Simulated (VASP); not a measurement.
Consider the following.

```xyz
2
Lattice="0.0000 2.7342 2.7342 2.7342 0.0000 2.7342 2.7342 2.7342 0.0000" Properties=species:S:1:pos:R:3 pbc="T T T"
Si     0.0000     0.0000     0.0000
Si     1.3671     1.3671     1.3671
```

Calculation: PBE GGA, VASP's PBE PAW potentials (set 64) (plane waves; VASP). Numerical set-up: 480 eV cut-off, 8×8×8 Γ-centred mesh, Gaussian smearing of 0.050 eV, potentials Si.

Each relaxation starts from this cell; other phases were not tried.

### Question
The cell is relaxed at 2 GPa. What happens?

### Answer
The volume per atom goes from 20.44 to 20.01 Å³ (-2.1 %), and the cell becomes a = b = c = 5.430 Å, α = β = γ = 90.00°, space group Fd-3m. The gap on the mesh goes from 0.65 to 0.62 eV.

### Question
The cell is relaxed at 15 GPa. What happens?

### Answer
The volume per atom goes from 20.44 to 17.98 Å³ (-12.0 %), and the cell becomes a = b = c = 5.2394 Å, α = β = γ = 90.00°, space group Fd-3m. The gap on the mesh goes from 0.65 to 0.42 eV.

Failed runs are left out, and for metals the shear rows, which the mesh's noise covers.

The compound is Si in the diamond structure.
